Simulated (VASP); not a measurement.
ZnS (relaxed from the zinc blende structure, space group F-43m) is relaxed at rising pressure, each step from the one before. Symmetry mostly holds the structure type, and other phases were not tried. The mesh follows the cell, and a change of mesh leaves a small step in the series.

Data:

```xyz
2
Lattice="0.0000 2.6817 2.6817 2.6817 0.0000 2.6817 2.6817 2.6817 0.0000" Properties=species:S:1:pos:R:3 pbc="T T T"
Zn     0.0000     0.0000     0.0000
S      1.3408     1.3408     1.3408
```

The numbers are results of PBEsol GGA, VASP's PBE PAW potentials (set 64) (plane waves; VASP 6.6.1), not measurements. Numerical set-up: 500 eV cut-off, 9×9×9 Γ-centred mesh, Gaussian smearing of 0.050 eV, potentials Zn S.

```tsv
P (GPa)	V (Å³/atom)	H − H(0) (eV/atom)	space group	k-mesh
0	19.29	0.000	F-43m	9×9×9
5	18.21	0.584	F-43m	9×9×9
10	17.41	1.139	F-43m	9×9×9
20	16.20	2.186	F-43m	9×9×9
30	15.32	3.169	F-43m	9×9×9
45	14.33	4.554	F-43m	9×9×9
```

Pressures at which the relaxation failed are left out.

The structure was generated: ZnS was put into the zinc blende type (F-43m), which need not be its known phase.
